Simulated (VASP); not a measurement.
# Nb2Cu3Se2O2 (P1) in VASP: single point with PBE+U

Aim: the single point of Nb2Cu3Se2O2 with PBE+U.

Everything below comes from runs of VASP 6.6.1. Logs are shortened: lines on timing, memory, paths and dates and some standing lists are left out, and cuts for length are marked.

## 1. The crystal as given

The typed cell holds 9 atoms: a = 3.725 Å, b = 3.725 Å, c = 8.911 Å, α = 78.47°, β = 77.28°, γ = 89.42°.

The cell was built by a generator and needn't be a form met in nature.

## 2. Single point, PBE+U, collinear spin, typed start

INCAR reads:

```
PREC = Accurate
ENCUT = 520
EDIFF = 1E-6
ISMEAR = -1
SIGMA = 0.1
LREAL = F
LASPH = T
NELM = 150
ALGO = Fast
ISIF = 2
LWAVE = F
LCHARG = F
ISPIN = 2
MAGMOM = 1 -1 1 -1 1 0 0 0 0
LORBIT = 11
LMAXMIX = 4
LDAU = T
LDAUTYPE = 2
LDAUL = 2 2 -1 -1
LDAUU = 0.72 2.86 0 0
LDAUJ = 0 0 0 0
LDAUPRINT = 1
GGA = PE
NBANDS = 56
```

KPOINTS reads:

```
Automatic mesh
0
Gamma
  5 5 2
  0.5 0.5 0
```

POSCAR reads:

```
Nb2Cu3Se2O2
1.0
    0.0190560000      3.7244700000     -0.0176390000
    3.7245610000      0.0190560000      0.0218290000
    1.8210850000      1.9127500000     -8.5103090000
Nb Cu Se O
2 3 2 2
Direct
    0.6085250000      0.5885500000      0.8136440000
    0.4011370000      0.4111870000      0.1833910000
    0.0063870000      0.9896100000      0.9975410000
    0.2331680000      0.7498230000      0.5020710000
    0.7512190000      0.2563040000      0.4971150000
    0.1733060000      0.1680160000      0.6609520000
    0.8300600000      0.8237420000      0.3410150000
    0.9985250000      0.4923250000      0.9990980000
    0.4995730000      0.9958640000      0.0011270000
```

Potentials or basis: VASP PAW PBE potentials, release 64 (Nb_sv, Cu, Se, O).

On the command line:

```
> cat potpaw_PBE.64/Nb_sv/POTCAR potpaw_PBE.64/Cu/POTCAR potpaw_PBE.64/Se/POTCAR potpaw_PBE.64/O/POTCAR > POTCAR
> mpirun -np 1 vasp_std > vasp.out
```

OUTCAR:

```text
PREC = Accurate
   ENCUT = 520
   EDIFF = 1E-6
   ISMEAR = -1
   LREAL = F
   LASPH = T
   NELM = 150
   ISIF = 2
   ISPIN = 2
   LORBIT = 11
   GGA = PE

 ion  position               nearest neighbor table
   1  0.609  0.589  0.814-   8 2.40   9 2.44   9 2.46   8 2.48   6 2.87
   2  0.401  0.411  0.183-   9 2.42   9 2.43   8 2.43   8 2.44   7 2.89
   3  0.006  0.990  0.998-   9 1.84   8 1.85   8 1.88   9 1.88
   4  0.233  0.750  0.502-   7 2.27   6 2.28   6 2.32   7 2.35   5 2.59   5 2.60   5 2.65   5 2.70

   5  0.751  0.256  0.497-   7 2.27   6 2.30   7 2.31   6 2.35   4 2.59   4 2.60   4 2.65   4 2.70

   6  0.173  0.168  0.661-   4 2.28   5 2.30   4 2.32   5 2.35   1 2.87
   7  0.830  0.824  0.341-   5 2.27   4 2.27   5 2.31   4 2.35   2 2.89
   8  0.999  0.492  0.999-   3 1.85   3 1.88   1 2.40   2 2.43   2 2.44   1 2.48
   9  0.500  0.996  0.001-   3 1.84   3 1.88   2 2.42   2 2.43   1 2.44   1 2.46

  LATTYP: Found a triclinic cell.
 ALAT       =     3.7245605172
 B/A-ratio  =     1.4214324673
 C/A-ratio  =     2.3811587905
 COS(alpha) =     0.0015270291
 COS(beta)  =     0.1987013000
 COS(gamma) =     0.7106948520

  Lattice vectors:

 A1 = (  -0.0190560000,  -3.7244700000,   0.0176390000)
 A2 = (  -3.7436170000,  -3.7435260000,  -0.0041900000)
 A3 = (   1.8020290000,  -1.8117200000,  -8.4926700000)

Analysis of symmetry for initial positions (statically):
=====================================================================
 Subroutine PRICEL returns:
 Original cell was already a primitive cell.

 Routine SETGRP: Setting up the symmetry group for a
 triclinic supercell.

 Subroutine GETGRP returns: Found  1 space group operations
 (whereof  1 operations were pure point group operations)
 out of a pool of  2 trial point group operations.

The static configuration has the point symmetry C_1 .

Analysis of symmetry for dynamics (positions and initial velocities):
=====================================================================
 Subroutine PRICEL returns:
 Original cell was already a primitive cell.

 Routine SETGRP: Setting up the symmetry group for a
 triclinic supercell.

 Subroutine GETGRP returns: Found  1 space group operations
 (whereof  1 operations were pure point group operations)
 out of a pool of  2 trial point group operations.

The dynamic configuration has the point symmetry C_1 .

Analysis of structural, dynamic, and magnetic symmetry:
=====================================================================
 Subroutine PRICEL returns:
 Original cell was already a primitive cell.

 Routine SETGRP: Setting up the symmetry group for a
 triclinic supercell.

 Subroutine GETGRP returns: Found  1 space group operations
 (whereof  1 operations were pure point group operations)
 out of a pool of  2 trial point group operations.

The overall configuration has the point symmetry C_1 .

 Subroutine INISYM returns: Found  1 space group operations
 (whereof  1 operations are pure point group operations),
 and found     1 'primitive' translations

----------------------------------------------------------------------------------------

                                     Primitive cell

  volume of cell :     118.0743

  direct lattice vectors                    reciprocal lattice vectors
     0.019056000  3.724470000 -0.017639000    -0.001727098  0.268787773  0.060042311
     3.724561000  0.019056000  0.021829000     0.268158797 -0.001101428  0.057134612
     1.821085000  1.912750000 -8.510309000     0.000691409 -0.000559932 -0.117482443

  length of vectors
     3.724560517  3.724673714  8.910685855     0.275417736  0.274180082  0.117485812

  position of ions in fractional coordinates (direct lattice)
     0.608525000  0.588550000  0.813644000
     0.401137000  0.411187000  0.183391000
     0.006387000  0.989610000  0.997541000
     0.233168000  0.749823000  0.502071000
     0.751219000  0.256304000  0.497115000
     0.173306000  0.168016000  0.660952000
     0.830060000  0.823742000  0.341015000
     0.998525000  0.492325000  0.999098000
     0.499573000  0.995864000  0.001127000

  ion indices of the primitive-cell ions
   primitive index   ion index
                 1           1
                 2           2
                 3           3
                 4           4
[... 65 lines left out ...]
   NGX,Y,Z   is equivalent  to a cutoff of  12.50, 12.50, 13.06 a.u.
   NGXF,Y,Z  is equivalent  to a cutoff of  25.00, 24.99, 26.12 a.u.
 SYSTEM =  unknown system
   PREC   = accura    normal or accurate (medium, high low for compatibility)
   ISTART =      0    job   : 0-new  1-cont  2-samecut
   ICHARG =      2    charge: 1-file 2-atom 10-const
   ISPIN  =      2    spin polarized calculation?
   LNONCOLLINEAR =      F non collinear calculations
   LSORBIT =      F    spin-orbit coupling
   LASPH  =      T    aspherical Exc in radial PAW
   ENCUT  =  520.0 eV  38.22 Ry    6.18 a.u.   6.93  6.93 16.57*2*pi/ulx,y,z
   NELM   =    150;   NELMIN=  2; NELMDL= -5     # of ELM steps
   EDIFF  = 0.1E-05   stopping-criterion for ELM
   LREAL  =      F    real-space projection
   EDIFFG = 0.1E-04   stopping-criterion for IOM
   NSW    =      0    number of steps for IOM
   IBRION =     -1    ionic relax: 0-MD 1-quasi-New 2-CG
   NFREE  =      0    steps in history (QN), initial steepest desc. (CG)
   ISIF   =      2    stress and relaxation
   ISYM   =      2    0-nonsym 1-usesym 2-fastsym
   POTIM  = 0.5000    time-step for ionic-motion
   TEBEG  =    0.0;   TEEND  =   0.0 temperature during run
   PSTRESS=    0.0 pullay stress
   NELECT =      83.0000    total number of electrons
   NUPDOWN=      -1.0000    fix difference up-down
   EMIN   =  10.00;   EMAX   =-10.00  energy-range for DOS
   EFERMI =   0.00;   METHOD = LEGACY
   ISMEAR =    -1;   SIGMA  =   0.10  broadening in eV -4-tet -1-fermi 0-gaus
   EFERMI_NEDOS =   21; number of points for ismear=-14 and -15
   IALGO  =     68    algorithm
   IMIX   =      4    mixing-type and parameters
     AMIX     =   0.40;   BMIX     =  1.00
     AMIX_MAG =   1.60;   BMIX_MAG =  1.00
  volume/ion in A,a.u.               =      13.12        88.53
  Fermi-wavevector in a.u.,A,eV,Ry     =   1.455624  2.750730 28.828573  2.118840
  Thomas-Fermi vector in A             =   2.572637
   LORBIT       =     11    0 simple, 1 ext, 2 COOP (PROOUT), +10 PAW based schemes
 LDA+U is selected, type is set to LDAUTYPE =  2
   angular momentum for each species LDAUL =     2    2   -1   -1
   U (eV)           for each species LDAUU =   0.7  2.9  0.0  0.0
   J (eV)           for each species LDAUJ =   0.0  0.0  0.0  0.0
   GGA     = PE    functional components
   LHFCALC =     F    Hartree Fock is set to
   AEXX    =    0.0000 exact exchange contribution
   IVDW    =     0    specifies the selected vdW correction
   LEPSILON=     F    determine dielectric tensor
   LRPA    =     F    only Hartree local field effects (RPA)
 spin polarized calculation
 RMM-DIIS sequential band-by-band and
  energy-cutoff  :      520.00
  volume of cell :      118.07
 maximum number of plane-waves:      3198
   NGX = 13   NGY = 13   NGZ = 33

atom =   1  type =  1  l = 2

 onsite density matrix

spin component  1
[... 149 lines left out ...]
  o =  0.9342  v =  0.0000  0.0000  0.0000  0.0000  0.0000  0.0799  0.0125  0.0448 -0.9916 -0.0903      0.0000  0.0000  0.0000  0.0000  0.0000  0.0000  0.0000  0.0000  0.0000  0.0000
  o =  0.9351  v =  0.1785 -0.9826 -0.0371  0.0199  0.0298  0.0000  0.0000  0.0000  0.0000  0.0000      0.0000  0.0000  0.0000  0.0000  0.0000  0.0000  0.0000  0.0000  0.0000  0.0000
  o =  0.9375  v =  0.0000  0.0000  0.0000  0.0000  0.0000  0.9001 -0.0804  0.1465  0.0417  0.4001      0.0000  0.0000  0.0000  0.0000  0.0000  0.0000  0.0000  0.0000  0.0000  0.0000
  o =  0.9376  v =  0.9769  0.1710  0.0817 -0.0238 -0.0954  0.0000  0.0000  0.0000  0.0000  0.0000      0.0000  0.0000  0.0000  0.0000  0.0000  0.0000  0.0000  0.0000  0.0000  0.0000
  o =  0.9380  v =  0.0000  0.0000  0.0000  0.0000  0.0000 -0.4232 -0.0338  0.2529 -0.1017  0.8634      0.0000  0.0000  0.0000  0.0000  0.0000  0.0000  0.0000  0.0000  0.0000  0.0000
  o =  0.9381  v = -0.1085 -0.0607  0.3309 -0.0045 -0.9354  0.0000  0.0000  0.0000  0.0000  0.0000      0.0000  0.0000  0.0000  0.0000  0.0000  0.0000  0.0000  0.0000  0.0000  0.0000
  o =  0.9461  v =  0.0000  0.0000  0.0000  0.0000  0.0000  0.0631  0.9666 -0.2114 -0.0041  0.1302      0.0000  0.0000  0.0000  0.0000  0.0000  0.0000  0.0000  0.0000  0.0000  0.0000
  o =  0.9464  v = -0.0259 -0.0286  0.1598 -0.9842  0.0662  0.0000  0.0000  0.0000  0.0000  0.0000      0.0000  0.0000  0.0000  0.0000  0.0000  0.0000  0.0000  0.0000  0.0000  0.0000
  o =  0.9474  v =  0.0000  0.0000  0.0000  0.0000  0.0000 -0.0161  0.2405  0.9316  0.0678 -0.2634      0.0000  0.0000  0.0000  0.0000  0.0000  0.0000  0.0000  0.0000  0.0000  0.0000
  o =  0.9479  v =  0.0358  0.0278 -0.9257 -0.1744 -0.3326  0.0000  0.0000  0.0000  0.0000  0.0000      0.0000  0.0000  0.0000  0.0000  0.0000  0.0000  0.0000  0.0000  0.0000  0.0000

 number of electron      83.0000000 magnetization       0.2439469

 Free energy of the ion-electron system (eV)
  ---------------------------------------------------
  ext. energy  EPLUGINS =         0.00000000
  ---------------------------------------------------
  free energy    TOTEN  =       -45.02964058 eV

  energy without entropy =      -44.82735374  energy(sigma->0) =      -44.92849716

 E-fermi :  10.0957     XC(G=0): -12.1528

 val. band max:       10.0878140713   @ k =  -0.1000   0.3000   0.0000
 cond. band min:      10.0973157727   @ k =  -0.3000   0.3000   0.5000
 fundamental gap:      0.0095017014
 Fermi energy:        10.0956775991

 spin component 1

 k-point     1 :       0.1000    0.1000    0.0000
  band No.  band energies     occupation
      1     -46.6023      1.00000
      2     -45.8090      1.00000
      3     -22.7687      1.00000
      4     -22.7049      1.00000
      5     -22.7006      1.00000
      6     -21.9032      1.00000
[... 2681 lines left out ...]
     52      14.4808      0.00000
     53      14.7265      0.00000

 [... further k-points ...]

 [bands above 53 left out]

------------------------ aborting loop because EDIFF is reached ----------------------------------------

  FORCE on cell =-STRESS in cart. coord.  units (eV):
  Direction    XX          YY          ZZ          XY          YZ          ZX
  --------------------------------------------------------------------------------------
  -------------------------------------------------------------------------------------
  Total       14.6343734     13.7327776      7.5776473     -0.0421446     -0.4471542      0.3493214
  in kB      198.5772445    186.3432801    102.8228740     -0.5718704     -6.0675407      4.7400245
  external PRESSURE =     162.5811328 kB  Pullay stress =       0.0000000 kB

 VOLUME and BASIS-vectors are now :
 -----------------------------------------------------------------------------
  energy-cutoff  :      520.00
  volume of cell :      118.07
      direct lattice vectors                 reciprocal lattice vectors
     0.019056000  3.724470000 -0.017639000    -0.001727098  0.268787773  0.060042311
     3.724561000  0.019056000  0.021829000     0.268158797 -0.001101428  0.057134612
     1.821085000  1.912750000 -8.510309000     0.000691409 -0.000559932 -0.117482443

 POSITION                                       TOTAL-FORCE (eV/Angst)
 -----------------------------------------------------------------------------------
      3.68540      3.83395     -6.92225        -0.003155      0.163770     -1.407655
      1.87311      1.85264     -1.55881         0.039281     -0.018059      1.597639
      5.50259      1.95069     -8.46789         0.331166     -0.388922      0.030716
      3.71152      1.84305     -4.26052        -0.139372      0.286550      0.011543
      1.87422      3.75363     -4.23826        -0.130789      0.091709     -0.195103
      1.83274      1.91291     -5.62430         0.109517     -0.112101     -3.618211
      3.70491      3.75951     -2.89880         0.119522     -0.301871      3.880022
      3.67216      5.63938     -8.50950        -0.254232     -0.110882     -0.089841
      3.72073      1.88178      0.00334        -0.071938      0.389806     -0.209109
 -----------------------------------------------------------------------------------
    total drift:                               -0.000068      0.000529      0.000711

  FREE ENERGIE OF THE ION-ELECTRON SYSTEM (eV)
  ---------------------------------------------------
  free  energy   TOTEN  =       -45.0296405842 eV

  energy  without entropy=      -44.8273537426  energy(sigma->0) =      -44.92849716

 total charge

# of ion       s       p       d       tot
------------------------------------------
    1        2.091   5.949   2.430  10.469
    2        2.091   5.949   2.415  10.456
    3        0.421   0.517   9.368  10.305
    4        0.420   0.485   9.384  10.289
    5        0.420   0.485   9.384  10.289
    6        1.460   2.402   0.118   3.980
    7        1.459   2.408   0.119   3.987
    8        1.578   3.423   0.000   5.001
    9        1.578   3.423   0.000   5.001
--------------------------------------------------
tot         11.518  25.041  33.217  69.776

 magnetization (x)

# of ion       s       p       d       tot
------------------------------------------
    1        0.011   0.011   1.298   1.320
    2       -0.008  -0.010  -1.193  -1.211
    3       -0.001   0.002   0.054   0.055
    4       -0.000   0.000   0.003   0.004
    5       -0.001   0.000   0.002   0.002
    6        0.026  -0.044   0.014  -0.004
    7       -0.024   0.038  -0.011   0.003
    8        0.001   0.012   0.000   0.013
    9        0.002   0.014   0.000   0.016
--------------------------------------------------
tot          0.006   0.023   0.168   0.197
```

It took 9.6 min on 1 thread of AMD EPYC 9R45 (Zen 5), shared host; peak memory 0.41 GiB.

Results:

```yaml
Free_energy: -45.0296 eV
Pressure: 16.3 GPa
Largest_force: 3.894 eV/Å
Band_gap_on_the_k_mesh: none (metal or under the smearing width)
Net_moment: 0.24 μB per cell
Site_moments: Nb +1.32, -1.21; Cu +0.06, +0.00; Se -0.00, +0.00; O +0.01, +0.02 μB
Valence_electrons_inside_the_program's_atomic_spheres: Nb 10.47, 10.46; Cu 10.30, 10.29; Se 3.98, 3.99; O 5.00
```

Forces in eV/Å, atoms in the order of the input:
```
Nb  -0.003  0.164 -1.408
Nb   0.039 -0.018  1.598
Cu   0.331 -0.389  0.031
Cu  -0.139  0.287  0.012
Cu  -0.131  0.092 -0.195
Se   0.110 -0.112 -3.618
Se   0.120 -0.302  3.880
O   -0.254 -0.111 -0.090
O   -0.072  0.390 -0.209
```

Stress tensor (GPa, compression positive):
```
19.86 -0.06  0.47
-0.06 18.63 -0.61
 0.47 -0.61 10.28
```

Eigenvalues of the final occupation matrices:
```tsv
site	spin	trace	eigenvalues
site 1 d	1	1.89	0.23 0.25 0.33 0.54 0.55
site 1 d	2	0.57	0.09 0.10 0.10 0.13 0.15
site 2 d	1	0.62	0.09 0.11 0.11 0.14 0.16
site 2 d	2	1.83	0.21 0.21 0.29 0.55 0.58
site 3 d	1	4.72	0.91 0.93 0.95 0.96 0.97
site 3 d	2	4.67	0.86 0.93 0.95 0.95 0.97
site 4 d	1	4.71	0.94 0.94 0.94 0.95 0.95
site 4 d	2	4.70	0.93 0.94 0.94 0.95 0.95
site 5 d	1	4.71	0.94 0.94 0.94 0.95 0.95
site 5 d	2	4.70	0.93 0.94 0.94 0.95 0.95
```

Caveat: the k mesh is coarse (spacing up to 0.37 Å⁻¹), so the values aren't converged; forces of over 1 eV/Å show positions far from the minimum, so gaps and moduli don't describe the material at rest. The state reached can hang on the start; a lower one may exist.
